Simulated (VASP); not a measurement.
OSZICAR of a VASP run on CoAl (CsCl type):

**OSZICAR**
```
       N       E                     dE             d eps       ncg     rms          rms(c)
DAV:   1     0.373965848870E+02    0.37397E+02   -0.56193E+03  1128   0.132E+03
DAV:   2    -0.122687831026E+02   -0.49665E+02   -0.46970E+02  1122   0.196E+02
DAV:   3    -0.136309884650E+02   -0.13622E+01   -0.13506E+01  1320   0.423E+01
DAV:   4    -0.136551795164E+02   -0.24191E-01   -0.24180E-01  1358   0.501E+00
DAV:   5    -0.136560023161E+02   -0.82280E-03   -0.82279E-03  1306   0.947E-01    0.125E+01
DAV:   6    -0.165864716156E+02   -0.29305E+01   -0.74590E+01  1272   0.128E+02    0.180E+01
DAV:   7    -0.120018519545E+02    0.45846E+01   -0.33519E+01  1238   0.820E+01    0.183E+00
DAV:   8    -0.119989099247E+02    0.29420E-02   -0.23326E-01  1152   0.427E+00    0.120E+00
DAV:   9    -0.119851756616E+02    0.13734E-01   -0.45151E-02  1356   0.303E+00    0.315E-01
DAV:  10    -0.119846196828E+02    0.55598E-03   -0.18201E-03  1476   0.596E-01    0.131E-01
DAV:  11    -0.119846135975E+02    0.60853E-05   -0.65550E-05  1598   0.102E-01    0.365E-02
DAV:  12    -0.119846039815E+02    0.96160E-05   -0.53198E-05  1336   0.105E-01    0.526E-03
DAV:  13    -0.119846039926E+02   -0.11120E-07   -0.49501E-07   602   0.707E-03
   1 F= -.11984604E+02 E0= -.11984417E+02  d E =-.562164E-03
```

**Question.** Which electronic solver shows in the log?

**Answer.** It is blocked Davidson (ALGO = Normal, or the opening steps of other solvers). The INCAR had ALGO = Normal.

**Question.** How was spin treated?

**Answer.** Without spin polarisation: there is no mag entry.

**Question.** Can the final energy be trusted as converged?

**Answer.** The run converged. It stopped with EDIFF = 1E-6, NELM = 100 (PBE GGA, plane waves, VASP's PBE PAW potentials (set 64)).

The compound is CoAl in the CsCl type structure. The cell was not relaxed at this level. The run is one of a series of settings (ENCUT = 550 against the base run), some of them coarse on purpose. The run is not spin-polarised, so no magnetic state was tried.
